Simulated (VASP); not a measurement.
# Band gap of BP: cutoff, mesh and cell, part 2 of 2

Aim: test what besides the functional moves the gap of BP. The starting structure is a measured crystal structure from the Crystallography Open Database. Cell and atoms stay as given unless a step says otherwise.

VASP 6.6.1.

Results so far: reference 1.196 eV; cell and atoms relaxed by LDA 1.162 eV; no band path 1.216 eV.

## (5) Bands with a cutoff of 520 eV (continued)

Level of this step: LDA; plane waves and PAW (P, B) (VASP).

OUTCAR, selected parts (step 5):

```text
  Total       -0.7720247     -0.7720247     -0.7720247     -0.0000000     -0.0000000      0.0000000
  in kB      -52.9429679    -52.9429679    -52.9429679     -0.0000000     -0.0000000      0.0000000
  external PRESSURE =     -52.9429679 kB  Pullay stress =       0.0000000 kB

 POSITION                                       TOTAL-FORCE (eV/Angst)
 -----------------------------------------------------------------------------------
      3.40350      3.40350      3.40350         0.000000     -0.000000      0.000000
      0.00000      0.00000      0.00000        -0.000000      0.000000     -0.000000
 -----------------------------------------------------------------------------------
    total drift:                               -0.000000     -0.000000     -0.000000

  FREE ENERGIE OF THE ION-ELECTRON SYSTEM (eV)
  ---------------------------------------------------
  free  energy   TOTEN  =       -14.3852391921 eV

  energy  without entropy=      -14.3852391921  energy(sigma->0) =      -14.38523919

[... 1 part as in an earlier step ...]

[... 2 further parts left out ...]
[key lines of the parts left out:]
E-fermi :   7.6227
```

With a cutoff of 520 eV the gap is 1.197 eV, +0.000 eV from the reference.

## (6) Bands with a 12×12×12 mesh

Against step 2 the input has a 12×12×12 mesh.

INCAR reads:

```
SYSTEM = BP
PREC = Accurate
ENCUT = 370
EDIFF = 1E-06
NELM = 100
ISMEAR = 0
SIGMA = 0.03
LREAL = .FALSE.
ALGO = Normal
GGA = CA
NBANDS = 16
LORBIT = 11
LWAVE = .FALSE.
LCHARG = .FALSE.
KPAR = 8
LASPH = .TRUE.
```

POSCAR reads:

```
BP
1.0
    0.0000000000      2.2690000000      2.2690000000
    2.2690000000      0.0000000000      2.2690000000
    2.2690000000      2.2690000000      0.0000000000
P B
1 1
Direct
    0.7500000000      0.7500000000      0.7500000000
    0.0000000000      0.0000000000      0.0000000000
```

KPOINTS reads:

```
Automatic mesh
0
Gamma
12 12 12
0 0 0
```

KPOINTS_OPT reads:

```
Line mode
10
Line-mode
Reciprocal
  0.00000000   0.00000000   0.00000000 GAMMA
  0.50000000   0.00000000   0.50000000 X

  0.50000000   0.00000000   0.50000000 X
  0.50000000   0.25000000   0.75000000 W

  0.50000000   0.25000000   0.75000000 W
  0.37500000   0.37500000   0.75000000 K

  0.37500000   0.37500000   0.75000000 K
  0.00000000   0.00000000   0.00000000 GAMMA

  0.00000000   0.00000000   0.00000000 GAMMA
  0.50000000   0.50000000   0.50000000 L

  0.50000000   0.50000000   0.50000000 L
  0.62500000   0.25000000   0.62500000 U

  0.62500000   0.25000000   0.62500000 U
  0.50000000   0.25000000   0.75000000 W

  0.50000000   0.25000000   0.75000000 W
  0.50000000   0.50000000   0.50000000 L

  0.50000000   0.50000000   0.50000000 L
  0.37500000   0.37500000   0.75000000 K

  0.62500000   0.25000000   0.62500000 U
  0.50000000   0.00000000   0.50000000 X
```

The projector-augmented-wave data sets are P and B (LDA family, release 64).

Run with:

```bash
> mpirun -np 8 vasp_std
```

Log:

```text
[... set-up lines as in an earlier step ...]
 entering main loop
       N       E                     dE             d eps       ncg     rms          rms(c)
DAV:   1     0.314853704941E+01    0.31485E+01   -0.30525E+03  2304   0.344E+02
DAV:   2    -0.148442550660E+02   -0.17993E+02   -0.17416E+02  3120   0.781E+01
DAV:   3    -0.152095736975E+02   -0.36532E+00   -0.36506E+00  2744   0.917E+00
DAV:   4    -0.152103268621E+02   -0.75316E-03   -0.75315E-03  3088   0.516E-01
[...]
DAV:   9    -0.143860656295E+02   -0.53341E-04   -0.84720E-04  2584   0.145E-01    0.104E-01
DAV:  10    -0.143860508281E+02    0.14801E-04   -0.83066E-05  3032   0.395E-02    0.220E-02
DAV:  11    -0.143860504165E+02    0.41162E-06   -0.12803E-06  2576   0.614E-03
   1 F= -.14386050E+02 E0= -.14386050E+02  d E =-.129910E-25
 Start KPOINTS_OPT (optional k-point list driver)
k-point batch [1-72\100]
       N       E                     dE             ncg
DAV:   1     0.195955874687E+04   -0.15513E+05     2304
DAV:   2     0.610772058881E+03   -0.13488E+04     3136
DAV:   3     0.581183719881E+03   -0.29588E+02     2728
DAV:   4     0.581124511158E+03   -0.59209E-01     3096
DAV:   5     0.581124342648E+03   -0.16851E-03     2720
DAV:   6     0.581124342039E+03   -0.60933E-06     2824
k-point batch [73-100\100]
       N       E                     dE             ncg
DAV:   1     0.110150803306E+05   -0.77089E+04      920
DAV:   2     0.104834786971E+05   -0.53160E+03     1280
DAV:   3     0.104727903496E+05   -0.10688E+02     1072
DAV:   4     0.104727686698E+05   -0.21680E-01     1232
DAV:   5     0.104727686085E+05   -0.61326E-04     1040
DAV:   6     0.104727686082E+05   -0.22459E-06     1128
```

It took 3.4 s on 8 MPI ranks of Intel Xeon Platinum 8259CL at 2.50GHz (Skylake/Cascade Lake), shared host; peak memory 1 GiB.

OUTCAR, selected parts (step 6):

```text
  Total       -0.7854509     -0.7854509     -0.7854509     -0.0000000     -0.0000000      0.0000000
  in kB      -53.8636952    -53.8636952    -53.8636952     -0.0000000     -0.0000000      0.0000000
  external PRESSURE =     -53.8636952 kB  Pullay stress =       0.0000000 kB

 POSITION                                       TOTAL-FORCE (eV/Angst)
 -----------------------------------------------------------------------------------
      3.40350      3.40350      3.40350         0.000000      0.000000      0.000000
      0.00000      0.00000      0.00000        -0.000000     -0.000000     -0.000000
 -----------------------------------------------------------------------------------
    total drift:                               -0.000000     -0.000000     -0.000000

  FREE ENERGIE OF THE ION-ELECTRON SYSTEM (eV)
  ---------------------------------------------------
  free  energy   TOTEN  =       -14.3860504165 eV

  energy  without entropy=      -14.3860504165  energy(sigma->0) =      -14.38605042

[... 1 part as in an earlier step ...]

[... 2 further parts left out ...]
[key lines of the parts left out:]
E-fermi :   7.6172
```

With a 12×12×12 mesh the gap is 1.183 eV, -0.013 eV from the reference.

## (7) Comparison

| run | gap (eV) | change (eV) | core minutes |
| --- | --- | --- | --- |
| reference | 1.196 | - | 0.347 |
| cell and atoms relaxed by LDA | 1.162 | -0.034 | 0.347 |
| no band path | 1.216 | 0.02 | 0.187 |
| a cutoff of 520 eV | 1.197 | 0.0 | 0.4 |
| a 12×12×12 mesh | 1.183 | -0.013 | 0.453 |

Core minutes are wall time times ranks of the run shown, on a shared host.

## (8) Summary of results

- reference gap: 1.196 eV
- gap with cell and atoms relaxed by LDA: 1.162 eV
- gap with no band path: 1.216 eV
- gap with a cutoff of 520 eV: 1.197 eV
- gap with a 12×12×12 mesh: 1.183 eV

In words: Among the runs that read a gap along the path, the one with cell and atoms relaxed by LDA moves it most, by -0.034 eV. On finer settings it changes by +0.000 eV with a cutoff of 520 eV and -0.013 eV with a 12×12×12 mesh. Read on the mesh alone, without a band path, the gap comes out +0.020 eV from the reference: such a gap is an upper bound, and here at least one band edge lies off the mesh points. The functional's own error isn't tested here. Further runs on this material are not shown.

[Lines on the potential files, build, host, timing and source positions are cut from VASP's logs without a mark.]

[Logs are printed without paths, hosts, clocks, repeated set-up lines and the standing remarks that a program may print on its own settings, such as how far it seeks lower states.]

[Hosts, paths, dates, database ids (printed as entryN), source tags and the programs' standing remarks are cut or masked in the printed files.]
